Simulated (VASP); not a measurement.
Calculation: r2SCAN meta-GGA, VASP's PBE PAW potentials (set 64) (plane waves; VASP).

The input files of a VASP run:

**POSCAR**
```
Sc
1.0
  3.2727890000   0.0000000000   0.0000000000
 -1.6363950000   2.8343180000   0.0000000000
  0.0000000000   0.0000000000  21.9989000000
Sc
4
Direct
  0.3333330000   0.6666670000   0.3181980000
  0.6666670000   0.3333330000   0.4393990000
  0.3333330000   0.6666670000   0.5606010000
  0.6666670000   0.3333330000   0.6818020000
```

### KPOINTS
```
Automatic mesh
0
Gamma
12 12 1
0 0 0
```

### INCAR
```
SIGMA = 0.1   # width (eV)
ENCUT = 300   # plane-wave cut-off (eV)
ALGO = Normal   # blocked Davidson
LASPH = .True.
LCHARG = .False.
LMIXTAU = .True.
ISIF = 2
LREAL = .False.
EDIFF = 1E-6
METAGGA = R2SCAN
NELM = 100   # most electronic steps
PREC = Accurate
ISMEAR = -1   # Fermi-Dirac
SYSTEM = Sc
LMAXMIX = 4   # l cut-off of mixed one-centre charges
LWAVE = .False.
```

POTCAR, in this order: Sc_sv (PBE.64 set). Program: vasp_std.

Output of the run:

OSZICAR:
```
...
DAV:  12    -0.448895308366E+02    0.51236E+00   -0.31960E-02  1528   0.158E+00    0.477E-01
DAV:  13    -0.445251334078E+02    0.36440E+00   -0.22234E-02  1368   0.146E+00    0.274E-01
DAV:  14    -0.444267825517E+02    0.98351E-01   -0.18059E-02  1424   0.136E+00    0.160E-01
DAV:  15    -0.444184189733E+02    0.83636E-02   -0.43930E-03  1456   0.684E-01    0.177E-01
DAV:  16    -0.444129791004E+02    0.54399E-02   -0.92633E-04  1528   0.301E-01    0.173E-01
DAV:  17    -0.444130434612E+02   -0.64361E-04   -0.78312E-04  1160   0.273E-01    0.175E-01
DAV:  18    -0.443763976975E+02    0.36646E-01   -0.97870E-02  1100   0.291E+00    0.108E-01
DAV:  19    -0.443643143780E+02    0.12083E-01   -0.62935E-03  1664   0.113E+00    0.126E-01
DAV:  20    -0.443471519384E+02    0.17162E-01   -0.41131E-03  1134   0.595E-01    0.136E-01
DAV:  21    -0.443329582068E+02    0.14194E-01   -0.94453E-04  1648   0.337E-01    0.167E-01
DAV:  22    -0.442644352772E+02    0.68523E-01   -0.31066E-02  1094   0.173E+00    0.181E-01
DAV:  23    -0.442816992347E+02   -0.17264E-01   -0.22280E-03  1504   0.589E-01    0.216E-01
DAV:  24    -0.443012770118E+02   -0.19578E-01   -0.95068E-04  1340   0.268E-01    0.237E-01
DAV:  25    -0.441580103524E+02    0.14327E+00   -0.40850E-02  1040   0.183E+00    0.151E-01
DAV:  26    -0.441160592147E+02    0.41951E-01   -0.12113E-02  1640   0.116E+00    0.203E-01
DAV:  27    -0.440516313689E+02    0.64428E-01   -0.16099E-02  1064   0.112E+00    0.270E-01
DAV:  28    -0.440508106962E+02    0.82067E-03   -0.10926E-03  1544   0.304E-01    0.288E-01
DAV:  29    -0.440452842009E+02    0.55265E-02   -0.27152E-04  1200   0.150E-01    0.279E-01
DAV:  30    -0.440376248138E+02    0.76594E-02   -0.48269E-04  1228   0.189E-01    0.275E-01
DAV:  31    -0.440398540389E+02   -0.22292E-02   -0.11060E-04  1360   0.846E-02    0.287E-01
DAV:  32    -0.440028898281E+02    0.36964E-01   -0.14459E-02  1034   0.871E-01    0.353E-01
DAV:  33    -0.439458214189E+02    0.57068E-01   -0.25333E-02  1080   0.928E-01    0.317E-01
DAV:  34    -0.439468625617E+02   -0.10411E-02   -0.21400E-03  1664   0.343E-01    0.325E-01
DAV:  35    -0.439501176971E+02   -0.32551E-02   -0.37434E-04  1368   0.116E-01    0.315E-01
DAV:  36    -0.439778025032E+02   -0.27685E-01   -0.57648E-03  1028   0.370E-01    0.322E-01
DAV:  37    -0.439768683070E+02    0.93420E-03   -0.38282E-04  1656   0.152E-01    0.322E-01
DAV:  38    -0.439861538821E+02   -0.92856E-02   -0.25255E-03  1386   0.463E-01    0.211E-01
DAV:  39    -0.439796105967E+02    0.65433E-02   -0.86797E-04  1294   0.234E-01    0.185E-01
DAV:  40    -0.439756461760E+02    0.39644E-02   -0.41904E-04  1512   0.216E-01    0.162E-01
DAV:  41    -0.439719269164E+02    0.37193E-02   -0.28545E-04  1272   0.131E-01    0.146E-01
DAV:  42    -0.439711369474E+02    0.78997E-03   -0.19662E-04  1480   0.157E-01    0.114E-01
DAV:  43    -0.439604404627E+02    0.10696E-01   -0.17003E-03  1080   0.311E-01    0.921E-02
DAV:  44    -0.439595486641E+02    0.89180E-03   -0.14898E-04  1638   0.974E-02    0.899E-02
DAV:  45    -0.439595213271E+02    0.27337E-04   -0.66505E-06   998   0.164E-02    0.899E-02
DAV:  46    -0.439605868335E+02   -0.10655E-02   -0.13096E-05   922   0.201E-02    0.897E-02
DAV:  47    -0.439595330912E+02    0.10537E-02   -0.15118E-05  1008   0.351E-02    0.881E-02
DAV:  48    -0.439614837232E+02   -0.19506E-02   -0.42760E-05  1132   0.438E-02    0.837E-02
DAV:  49    -0.439610281177E+02    0.45561E-03   -0.13939E-05  1032   0.255E-02    0.843E-02
DAV:  50    -0.439611085285E+02   -0.80411E-04   -0.57947E-06   938   0.266E-02    0.845E-02
DAV:  51    -0.439539309953E+02    0.71775E-02   -0.77592E-04  1170   0.179E-01    0.101E-01
DAV:  52    -0.439523243545E+02    0.16066E-02   -0.94949E-05  1352   0.571E-02    0.103E-01
DAV:  53    -0.439518159653E+02    0.50839E-03   -0.87651E-06   944   0.215E-02    0.104E-01
DAV:  54    -0.439538175605E+02   -0.20016E-02   -0.62930E-05  1032   0.573E-02    0.990E-02
DAV:  55    -0.439508309979E+02    0.29866E-02   -0.13741E-04  1020   0.598E-02    0.107E-01
DAV:  56    -0.439444080610E+02    0.64229E-02   -0.10176E-03  1012   0.168E-01    0.121E-01
DAV:  57    -0.439441001240E+02    0.30794E-03   -0.64868E-05  1328   0.531E-02    0.122E-01
DAV:  58    -0.439440384422E+02    0.61682E-04   -0.54555E-06  1024   0.205E-02    0.123E-01
DAV:  59    -0.439434265511E+02    0.61189E-03   -0.26990E-05   920   0.332E-02    0.126E-01
DAV:  60    -0.439440125044E+02   -0.58595E-03   -0.17825E-05   888   0.307E-02    0.126E-01
DAV:  61    -0.439579152242E+02   -0.13903E-01   -0.28650E-03  1166   0.288E-01    0.998E-02
DAV:  62    -0.439576385767E+02    0.27665E-03   -0.13027E-04  1456   0.771E-02    0.106E-01
DAV:  63    -0.439552971354E+02    0.23414E-02   -0.73000E-05  1094   0.463E-02    0.105E-01
DAV:  64    -0.439552773708E+02    0.19765E-04   -0.58994E-06  1056   0.158E-02    0.104E-01
DAV:  65    -0.439555839462E+02   -0.30658E-03   -0.21337E-06   796   0.766E-03    0.104E-01
DAV:  66    -0.439663709127E+02   -0.10787E-01   -0.18828E-03  1032   0.247E-01    0.942E-02
DAV:  67    -0.439629639907E+02    0.34069E-02   -0.26660E-04  1372   0.117E-01    0.880E-02
DAV:  68    -0.439616040768E+02    0.13599E-02   -0.53120E-05  1160   0.660E-02    0.783E-02
DAV:  69    -0.439691330131E+02   -0.75289E-02   -0.65881E-04  1174   0.161E-01    0.594E-02
DAV:  70    -0.439719812380E+02   -0.28482E-02   -0.21026E-04  1640   0.875E-02    0.512E-02
DAV:  71    -0.439966850239E+02   -0.24704E-01   -0.45365E-03  1020   0.470E-01    0.269E-02
DAV:  72    -0.439985769857E+02   -0.18920E-02   -0.32999E-04  1664   0.174E-01    0.288E-02
DAV:  73    -0.439985685669E+02    0.84189E-05   -0.11313E-05  1020   0.242E-02    0.285E-02
DAV:  74    -0.439984461081E+02    0.12246E-03   -0.17421E-06  1040   0.914E-03    0.286E-02
DAV:  75    -0.439981480390E+02    0.29807E-03   -0.12337E-06   846   0.876E-03    0.287E-02
DAV:  76    -0.439989633516E+02   -0.81531E-03   -0.32906E-05   992   0.214E-02    0.257E-02
DAV:  77    -0.439937045300E+02    0.52588E-02   -0.18619E-04  1026   0.102E-01    0.277E-02
DAV:  78    -0.439907477183E+02    0.29568E-02   -0.79420E-05  1228   0.698E-02    0.284E-02
DAV:  79    -0.439900155309E+02    0.73219E-03   -0.11405E-05  1040   0.231E-02    0.285E-02
DAV:  80    -0.439931337386E+02   -0.31182E-02   -0.64629E-05  1030   0.565E-02    0.255E-02
DAV:  81    -0.439941312365E+02   -0.99750E-03   -0.54951E-05  1336   0.671E-02    0.237E-02
DAV:  82    -0.439926708684E+02    0.14604E-02   -0.18103E-05  1112   0.330E-02    0.233E-02
DAV:  83    -0.439861326817E+02    0.65382E-02   -0.24318E-04  1022   0.114E-01    0.258E-02
DAV:  84    -0.439849379358E+02    0.11947E-02   -0.11029E-04  1656   0.779E-02    0.367E-02
DAV:  85    -0.439843740648E+02    0.56387E-03   -0.91745E-06  1006   0.242E-02    0.418E-02
DAV:  86    -0.439916407690E+02   -0.72667E-02   -0.40403E-04  1172   0.153E-01    0.224E-02
DAV:  87    -0.439921217307E+02   -0.48096E-03   -0.32877E-05  1352   0.458E-02    0.234E-02
DAV:  88    -0.439905109669E+02    0.16108E-02   -0.22455E-05  1078   0.363E-02    0.216E-02
DAV:  89    -0.439765886137E+02    0.13922E-01   -0.14477E-03  1006   0.265E-01    0.248E-02
DAV:  90    -0.439679764426E+02    0.86122E-02   -0.65884E-04  1304   0.185E-01    0.270E-02
DAV:  91    -0.439699607765E+02   -0.19843E-02   -0.62173E-05  1096   0.518E-02    0.269E-02
DAV:  92    -0.439434602668E+02    0.26501E-01   -0.71695E-03   988   0.461E-01    0.451E-02
DAV:  93    -0.439419035017E+02    0.15568E-02   -0.68074E-04  1614   0.193E-01    0.429E-02
DAV:  94    -0.439414346038E+02    0.46890E-03   -0.46805E-05   956   0.372E-02    0.432E-02
DAV:  95    -0.439416057057E+02   -0.17110E-03   -0.10761E-05   904   0.220E-02    0.432E-02
DAV:  96    -0.439474838061E+02   -0.58781E-02   -0.13335E-03  1002   0.182E-01    0.411E-02
DAV:  97    -0.439456487858E+02    0.18350E-02   -0.99234E-05  1184   0.635E-02    0.429E-02
DAV:  98    -0.439465063472E+02   -0.85756E-03   -0.30002E-05   870   0.267E-02    0.416E-02
DAV:  99    -0.439464684678E+02    0.37879E-04   -0.76930E-06  1012   0.153E-02    0.432E-02
DAV: 100    -0.439548202549E+02   -0.83518E-02   -0.90131E-04  1002   0.164E-01
   1 F= -.43954820E+02 E0= -.43809900E+02  d E =-.289840E+00
```

File OUTCAR:
```
------------------------ aborting loop EDIFF was not reached (unconverged)  ----------------------------
  FORCE on cell =-STRESS in cart. coord.  units (eV):
  Direction    XX          YY          ZZ          XY          YZ          ZX
  --------------------------------------------------------------------------------------
  Total        0.4471246      0.4471245     -0.4480508     -0.0000001     -0.0000000     -0.0000000
  in kB        3.5105211      3.5105201     -3.5177929     -0.0000006     -0.0000000     -0.0000000
  external PRESSURE =       1.1677494 kB  Pullay stress =       0.0000000 kB
  volume of cell :      204.06
      direct lattice vectors                 reciprocal lattice vectors
     3.272789000  0.000000000  0.000000000     0.305549793  0.176409335  0.000000000
    -1.636395000  2.834318000  0.000000000     0.000000000  0.352818562  0.000000000
     0.000000000  0.000000000 21.998900000     0.000000000  0.000000000  0.045456818
 POSITION                                       TOTAL-FORCE (eV/Angst)
 -----------------------------------------------------------------------------------
     -0.00000      1.88955      7.00001        -0.000000      0.000000      0.145686
      1.63640      0.94477      9.66629         0.000000      0.000000     -0.186489
     -0.00000      1.88955     12.33261        -0.000000     -0.000000      0.186489
      1.63640      0.94477     14.99889         0.000000     -0.000000     -0.145686
 -----------------------------------------------------------------------------------
    total drift:                                0.000000     -0.000000      0.000000
  FREE ENERGIE OF THE ION-ELECTRON SYSTEM (eV)
  ---------------------------------------------------
  free  energy   TOTEN  =       -43.9548202549 eV

  energy  without entropy=      -43.6649804348  energy(sigma->0) =      -43.80990034
```
(Selected blocks of OUTCAR.)

File stdout:
```
...
DAV:  81    -0.439941312365E+02   -0.99750E-03   -0.54951E-05  1336   0.671E-02    0.237E-02
DAV:  82    -0.439926708684E+02    0.14604E-02   -0.18103E-05  1112   0.330E-02    0.233E-02
DAV:  83    -0.439861326817E+02    0.65382E-02   -0.24318E-04  1022   0.114E-01    0.258E-02
DAV:  84    -0.439849379358E+02    0.11947E-02   -0.11029E-04  1656   0.779E-02    0.367E-02
DAV:  85    -0.439843740648E+02    0.56387E-03   -0.91745E-06  1006   0.242E-02    0.418E-02
DAV:  86    -0.439916407690E+02   -0.72667E-02   -0.40403E-04  1172   0.153E-01    0.224E-02
DAV:  87    -0.439921217307E+02   -0.48096E-03   -0.32877E-05  1352   0.458E-02    0.234E-02
DAV:  88    -0.439905109669E+02    0.16108E-02   -0.22455E-05  1078   0.363E-02    0.216E-02
DAV:  89    -0.439765886137E+02    0.13922E-01   -0.14477E-03  1006   0.265E-01    0.248E-02
DAV:  90    -0.439679764426E+02    0.86122E-02   -0.65884E-04  1304   0.185E-01    0.270E-02
DAV:  91    -0.439699607765E+02   -0.19843E-02   -0.62173E-05  1096   0.518E-02    0.269E-02
DAV:  92    -0.439434602668E+02    0.26501E-01   -0.71695E-03   988   0.461E-01    0.451E-02
DAV:  93    -0.439419035017E+02    0.15568E-02   -0.68074E-04  1614   0.193E-01    0.429E-02
DAV:  94    -0.439414346038E+02    0.46890E-03   -0.46805E-05   956   0.372E-02    0.432E-02
DAV:  95    -0.439416057057E+02   -0.17110E-03   -0.10761E-05   904   0.220E-02    0.432E-02
DAV:  96    -0.439474838061E+02   -0.58781E-02   -0.13335E-03  1002   0.182E-01    0.411E-02
DAV:  97    -0.439456487858E+02    0.18350E-02   -0.99234E-05  1184   0.635E-02    0.429E-02
DAV:  98    -0.439465063472E+02   -0.85756E-03   -0.30002E-05   870   0.267E-02    0.416E-02
DAV:  99    -0.439464684678E+02    0.37879E-04   -0.76930E-06  1012   0.153E-02    0.432E-02
DAV: 100    -0.439548202549E+02   -0.83518E-02   -0.90131E-04  1002   0.164E-01

 -----------------------------------------------------------------------------
|                                                                             |
|           W    W    AA    RRRRR   N    N  II  N    N   GGGG   !!!           |
|           W    W   A  A   R    R  NN   N  II  NN   N  G    G  !!!           |
|           W    W  A    A  R    R  N N  N  II  N N  N  G       !!!           |
|           W WW W  AAAAAA  RRRRR   N  N N  II  N  N N  G  GGG   !            |
|           WW  WW  A    A  R   R   N   NN  II  N   NN  G    G                |
|           W    W  A    A  R    R  N    N  II  N    N   GGGG   !!!           |
|                                                                             |
|     The electronic self-consistency was not achieved in the given           |
|     number of steps (NELM). The forces and other quantities evaluated       |
|     might not be reliable so examine the results carefully. If you find     |
|     spurious results, we suggest increasing NELM, if you were close to      |
|     convergence or switching to a different ALGO or adjusting the           |
|     density mixing parameters otherwise.                                    |
|                                                                             |
 -----------------------------------------------------------------------------

   1 F= -.43954820E+02 E0= -.43809900E+02  d E =-.289840E+00
```

The run did not converge; its last values are not results.

At this cut-off the stress carries a Pulay error, which pulls relaxed volumes low. The cell holds a wide vacuum, so values per volume refer to the whole cell.

The cell is a sheet with vacuum, built from a database entry that may be metastable or hypothetical.
